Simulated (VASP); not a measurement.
Here is the system:

```
TaO
1.0
    2.90608     0.00000     0.00000
   -1.45304     2.51674     0.00000
    0.00000     0.00000     6.78599
Ta O
2 2
Direct
  0.33333   0.66667   0.03837
  0.66667   0.33333   0.53837
  0.33333   0.66667   0.33663
  0.66667   0.33333   0.83663
```

The numbers are results of PBEsol GGA, VASP's PBE PAW potentials (set 64) (plane waves; VASP), not measurements. Run with 520 eV cut-off, 14×14×5 Γ-centred mesh, tetrahedra with Blöchl corrections, potentials Ta_pv O.

The cores are frozen, which limits the accuracy of field gradients.

Q: Give the principal components of the electric field gradient (V/Å²) and the asymmetry η at each nucleus.

A: 
```csv
atom,Vxx,Vyy,Vzz,η
Ta1,75.2,75.2,-150.4,0.00
Ta2,75.2,75.2,-150.4,0.00
O3,-5.8,-5.8,11.6,0.00
O4,-5.8,-5.8,11.6,0.00
```

The structure was generated: TaO was put into the wurtzite type (P6_3mc), which need not be its known phase. It was relaxed first, which changed the volume by -39 %.
